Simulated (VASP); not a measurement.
**PtSe2 (Sudovikovite): single point with PBE**

Crystal: PtSe2 (Sudovikovite).

```
Pt Se
1.0
     3.72400    0.00000    0.00000
    -1.86200    3.22508    0.00000
     0.00000    0.00000    5.06200
Pt Se
1 2
Direct
  0.00000 0.00000 0.00000
  0.33333 0.66667 0.25000
  0.66667 0.33333 0.75000
```

```json
{
 "Program": "VASP 6.6.1",
 "Task": "single point",
 "Functional": "PBE",
 "Potentials or basis": "VASP PAW PBE potentials, release 64 (Pt, Se)",
 "Cutoff": "520 eV",
 "k mesh": "9 × 9 × 6",
 "Occupations": "gaussian, width 0.05 eV",
 "Spin": "no spin polarisation"
}
```

The pressure is 7.3 GPa, the largest force is 0.586 eV/Å and the band gap on the k mesh is none (metal or under the smearing width).

Forces in eV/Å, atoms in the order of the input:
```
Pt   0.000  0.000  0.000
Se   0.000  0.000  0.586
Se   0.000  0.000 -0.586
```

Stress tensor (GPa, compression positive):
```
7.95 0.00 0.00
0.00 7.95 0.00
0.00 0.00 6.04
```

Levels at points of the mesh, in eV from the Fermi level:
```csv
k point,band 8,band 9,band 10,band 11,band 12,band 13,band 14,band 15
"(0.00, 0.00, 0.00)",-2.66,-1.14,-1.14,0.34,1.39,1.39,3.54,4.14
"(0.00, 0.00, 0.50)",-3.02,-1.78,-1.57,-1.57,2.24,2.24,4.74,6.26
```

It took 28 s on 1 thread of Intel(R) Xeon(R) 6975P-C (Granite Rapids), with other jobs on the host, peak memory 0.21 GiB.

The run has no spin-orbit coupling, so splittings on Pt are missing.
